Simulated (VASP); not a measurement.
An input for Quantum ESPRESSO's pw.x (written as the equivalent of a VASP run, and not itself run):

```
&CONTROL
  calculation = 'scf'
  pseudo_dir = './pseudo'
  outdir = './out'
  tprnfor = .true.
  tstress = .true.
/
&SYSTEM
  ibrav = 0
  nat = 3
  ntyp = 2
  ecutwfc = 74
  occupations = 'smearing'
  smearing = 'gaussian'
  degauss = 0.003675
  input_dft = 'pbe'
/
&ELECTRONS
  conv_thr = 7.3e-09
  electron_maxstep = 100
/
ATOMIC_SPECIES
  Li 6.940 Li.upf
  S 32.060 S.upf
CELL_PARAMETERS angstrom
     0.0000000    2.8521865    2.8521865
     2.8521865    0.0000000    2.8521865
     2.8521865    2.8521865   -0.0000000
ATOMIC_POSITIONS crystal
  Li   0.2500000  0.2500000  0.2500000
  Li   0.7500000  0.7500000  0.7500000
  S    0.0000000  0.0000000  0.0000000
K_POINTS automatic
  8 8 8 0 0 0
```

Write the VASP files for the same calculation (PBE).

This is not unique; one that fits is 
**POSCAR**
```
Li2S
1
    0.0000000000     2.8521864874     2.8521864874
    2.8521864874     0.0000000000     2.8521864874
    2.8521864874     2.8521864874    -0.0000000000
Li S
2 1
Direct
  0.2500000000   0.2500000000   0.2500000000
  0.7500000000   0.7500000000   0.7500000000
  0.0000000000   0.0000000000   0.0000000000
```

### INCAR
```
SYSTEM = Li2S
PREC = Accurate; ENCUT = 600; LREAL = .FALSE.
LASPH = .TRUE.
EDIFF = 1E-7; NELM = 100; ALGO = Normal
ISMEAR = 0; SIGMA = 0.05
GGA = PE
ISIF = 2
LWAVE = .FALSE.; LCHARG = .FALSE.
```

**KPOINTS**
```
Automatic mesh
0
Gamma
8 8 8
0 0 0
```

POTCAR, in this order: Li_sv S (PBE.64 set). Program: vasp_std.

What does not carry over: the potentials are each code's own (VASP's PAW set, PseudoDojo norm-conserving files in pw.x), so ENCUT and ecutwfc are chosen apart and not converted; conv_thr bounds pw.x's estimated SCF error, while EDIFF bounds the energy change between steps.

The compound is Li2S in the antifluorite structure. It was relaxed first.
